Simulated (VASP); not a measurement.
CoSi2, 3 atoms in the cell. It takes space group Fm-3m (No. 225, cubic). The conventional cell has a = 5.356 Å, b = 5.356 Å, c = 5.356 Å, α = 90.00°, β = 90.00°, γ = 90.00°. Co (site symmetry m-3m) has 8 Si at 2.32 Å as nearest neighbours. Si (site symmetry -43m) has 4 Co at 2.32 Å as nearest neighbours. 

* Program: VASP 6.6.1
* Task: relaxation of cell and atoms
* Functional: PBE
* Potentials or basis: VASP PAW PBE potentials, release 64 (Co, Si)
* Cutoff: 520 eV
* k mesh: 11 × 11 × 11
* Occupations: gaussian, width 0.1 eV
* Spin: collinear spin, ferromagnetic start
* Starting moments: [2.0, 0.0, 0.0] μB
* Further INCAR settings: ALGO = Normal; EDIFF = 1e-06; IBRION = 2; EDIFFG = -0.01; NSW = 90; ISIF = 3

Potentials or basis: VASP PAW PBE potentials, release 64 (Co, Si).

Run with:

```sh
$ cat potpaw_PBE.64/Co/POTCAR potpaw_PBE.64/Si/POTCAR > POTCAR
$ mpirun -np 1 vasp_std > vasp.out
```

Hardware: 1 thread of AMD EPYC 9R14 (Zen 4), with other jobs on the host.

Question: How long does it take, and how much memory?

Answer: It took 66 s on 1 thread of AMD EPYC 9R14 (Zen 4) (shared host), peak memory 0.17 GiB. Counts: scf iterations 27, k points 56, ion steps 3.
